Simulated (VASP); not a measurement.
A run of VASP 6.6.1:

Contents of INCAR:

```
SYSTEM = IrPt3
PREC = Accurate ; ENCUT = 520
EDIFF = 1E-7 ; ISMEAR = -1
SIGMA = 0.1 ; LREAL = .False.
LASPH = .True. ; NELM = 100
ALGO = Fast ; ISIF = 2
LWAVE = .False. ; LCHARG = .True.
GGA = CA ; LELF = .True.
LVHAR = .True. ; NBANDS = 28
```

KPOINTS

```
regular mesh
0
Gamma
  5 5 5
  0 0 0
```

The input POSCAR:

```
IrPt3
1.0
    4.7687571859      0.0000000000      0.0000000000
    0.0000000000      4.7687571859      0.0000000000
    0.0000000000      0.0000000000      4.7687571859
Ir Pt
1 3
Direct
    0.0000000000      0.0000000000      0.0000000000
    0.5000000000      0.0000000000      0.0000000000
    0.0000000000      0.0000000000      0.5000000000
    0.0000000000      0.5000000000      0.0000000000
```

Potentials or basis: VASP PAW LDA potentials, release 64 (Ir, Pt).

Command:

```sh
$ cat potpaw_LDA.64/Ir/POTCAR potpaw_LDA.64/Pt/POTCAR > POTCAR
$ mpirun -np 1 vasp_std > vasp.out
```

Hardware: 1 thread of Intel(R) Xeon(R) 6975P-C (Granite Rapids) (shared host).

**Question.** Estimate the wall time of this run.

**Answer.** It took 13 s on 1 thread of Intel(R) Xeon(R) 6975P-C (Granite Rapids), with other jobs on the host, peak memory 0.18 GiB. Counts: scf iterations 17, k points 10.
